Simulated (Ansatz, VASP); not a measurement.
Si16B (a cell with a defect): VASP beside Ansatz

```
Si B
1.0
     0.00000    5.43000    5.43000
     5.43000    0.00000    5.43000
     5.43000    5.43000    0.00000
Si B
16 1
Direct
  0.01370 0.99272 0.00089
  0.13130 0.12290 0.12682
  0.99842 0.99428 0.49846
  0.11884 0.13212 0.61760
  0.00656 0.49588 0.00157
  0.13136 0.61896 0.12666
  0.99817 0.50963 0.49822
  0.12794 0.62214 0.62808
  0.50538 0.99129 0.00559
  0.62392 0.12627 0.12324
  0.50222 0.99247 0.51291
  0.62676 0.12295 0.63155
  0.50543 0.49746 0.00563
  0.63263 0.61717 0.13287
  0.50141 0.49586 0.50680
  0.62659 0.61876 0.63160
  0.82267 0.92750 0.32126
```

Alike in both runs: functional PBEsol; k mesh 2 × 2 × 2; occupations fermi-dirac, width 0.05 eV; collinear spin.

Ansatz relaxed the structure, and its values are those at the end. VASP's run is a single point on that final structure, the one shown.

|  | VASP | Ansatz |
| --- | --- | --- |
| version | VASP 6.6.1 | Ansatz 0.2.0 |
| potentials or method | VASP PAW PBE potentials, release 64 (Si, B) | scalar-relativistic, plane waves, PAW |
| plane-wave cutoff (eV) | 520 | 420 |
| valence electrons in the cell | 67 | 67 |

```csv
,VASP,Ansatz,Ansatz less VASP
rms of the force components (eV/Å),0.005,0.003,-0.0020
net moment per atom (μB),0.00,0.00,0.000
```

Ansatz warned: «filled_band_counts_differ_across_k_points».

Caveats: the k mesh is coarse (spacing up to 0.50 Å⁻¹), so the values aren't converged; the PAW data sets were made with another functional, which shifts forces and pressure a little (VASP).
